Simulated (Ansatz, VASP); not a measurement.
## BiO6: VASP beside Ansatz

Contents of INCAR:

```
SYSTEM = BiO6
  ALGO = Normal
  EDIFF = 1E-7
  ENCUT = 520
  GGA = PE
  ISIF = 2
  ISMEAR = 0
  LASPH = .TRUE.
  LCHARG = .TRUE.
  LELF = .TRUE.
  LREAL = .FALSE.
  LVHAR = .TRUE.
  LWAVE = .FALSE.
  NBANDS = 34
  NELM = 60
  PREC = Accurate
  SIGMA = 0.1
```

The input KPOINTS:

```
k-points
0
G
  4 4 4
  0 0 0
```

File POSCAR:

```
BiO6
1.0
    4.3218968600      0.0000000000      0.0000000000
    0.0000000000      4.3218968600      0.0000000000
    0.0000000000      0.0000000000      4.3218968600
Bi O
1 6
Direct
    0.0000000000      0.0000000000      0.0000000000
    0.1987293400      0.5000000000      0.5000000000
    0.5000000000      0.8012706600      0.5000000000
    0.5000000000      0.1987293400      0.5000000000
    0.8012706600      0.5000000000      0.5000000000
    0.5000000000      0.5000000000      0.1987293400
    0.5000000000      0.5000000000      0.8012706600
```

Input for Ansatz:

```yaml
crystal:
  lattice:
    - [4.32189686, 0.0, 0.0]
    - [0.0, 4.32189686, 0.0]
    - [0.0, 0.0, 4.32189686]
  atoms:
    - { symbol: Bi, position: [0.0, 0.0, 0.0] }
    - { symbol: O, position: [0.19872934, 0.5, 0.5] }
    - { symbol: O, position: [0.5, 0.80127066, 0.5] }
    - { symbol: O, position: [0.5, 0.19872934, 0.5] }
    - { symbol: O, position: [0.80127066, 0.5, 0.5] }
    - { symbol: O, position: [0.5, 0.5, 0.19872934] }
    - { symbol: O, position: [0.5, 0.5, 0.80127066] }
basis:
  ecutwfc: 420
kpoints:
  mp_grid: { grid: [4, 4, 4] }
hamiltonian:
  xc: pbe
scf:
  occupations: { method: gaussian, width: 0.1 }
  lower_state_search: "off"
output:
  forces: true
  stress: true
  eigenvalues: true
```

Change from the starting cell: species swapped into the DyB6 type (Pm-3m, No. 221).

Alike in both runs: task single point; functional PBE; k mesh 4 × 4 × 4; occupations gaussian, width 0.1 eV; no spin polarisation.

|  | VASP | Ansatz |
| --- | --- | --- |
| version | VASP 6.6.1 | Ansatz 0.2.0 |
| potentials or method | VASP PAW PBE potentials, release 64 (Bi_d, O) | scalar-relativistic, plane waves, PAW |
| plane-wave cutoff (eV) | 520 | 420 |
| valence electrons in the cell | 51 | 51 |

```csv
,VASP,Ansatz,Ansatz less VASP
gap on the k mesh at the Fermi level (eV),none,none,-
rms of the force components (eV/Å),3.368,3.361,-0.0072
```

Atom by atom the forces differ by 0.007 eV/Å (rms over components). A gap of «none» marks a metal or a gap that the smearing closes. With one functional, cell and mesh, what is left measures potentials, basis and numerics.

Caveats: the k mesh is coarse (spacing up to 0.36 Å⁻¹), so the values aren't converged; spin-orbit coupling is left out, which moves the levels of the heavy elements; an odd number of electrons without spin polarisation forces a metal; a magnetic or distorted state may lie lower.
